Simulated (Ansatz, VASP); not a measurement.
# One calculation of HfGe, two programs

File INCAR:

```
ALGO = Normal ; EDIFF = 1E-6
ENCUT = 520 ; ISIF = 2
ISMEAR = -1 ; LASPH = True
LCHARG = True ; LELF = True
LREAL = False ; LVHAR = True
LWAVE = False ; NBANDS = 19
NELM = 60 ; PREC = Accurate
SIGMA = 0.05
```

The input KPOINTS:

```
k-points
0
Gamma
  11 11 11
```

POSCAR

```
HfGe
1.0
    0.0000000000      2.3645001487      2.3645001487
    2.3645001487      0.0000000000      2.3645001487
    2.3645001487      2.3645001487      0.0000000000
Hf Ge
1 1
Direct
    0.0000000000      0.0000000000      0.0000000000
    0.2500000000      0.2500000000      0.2500000000
```

Input for Ansatz:

```yaml
crystal:
  lattice:
    - [0.0, 2.3645001487, 2.3645001487]
    - [2.3645001487, 0.0, 2.3645001487]
    - [2.3645001487, 2.3645001487, 0.0]
  atoms:
    - { symbol: Hf, position: [0.0, 0.0, 0.0] }
    - { symbol: Ge, position: [0.25, 0.25, 0.25] }
kpoints:
  mp_grid: { grid: [11, 11, 11] }
scf:
  occupations: { method: fermi_dirac, width: 0.05 }
hamiltonian:
  xc: lda
  pseudopotentials: { kind: paw }
output:
  forces: true
  stress: true
  eigenvalues: true
  populations: true
```

Change from the starting cell: volume scaled by 0.5, PAW files.

Alike in both runs: task single point; functional LDA; k mesh 11 × 11 × 11; occupations fermi-dirac, width 0.05 eV; no spin polarisation.

```csv
,VASP,Ansatz
version,VASP 6.6.1,Ansatz 0.2.0
potentials or method,"VASP PAW LDA potentials, release 64 (Hf_pv, Ge_d)","PAW with Ansatz's default frozen-core files, scalar-relativistic"
plane-wave cutoff (eV),520,420
valence electrons in the cell,24,40
```

|  | VASP | Ansatz | Ansatz less VASP |
| --- | --- | --- | --- |
| pressure (GPa) | 187.2 | 186.1 | -1.14 |

The two sets of potentials don't hold the same shells in valence.

Caveats: the cell as given lies far from equilibrium; so large a pressure means that the cell lies far from this level's equilibrium, or that cutoff or potentials fall short (VASP). The runs have no spin-orbit coupling, so splittings on Hf are missing.
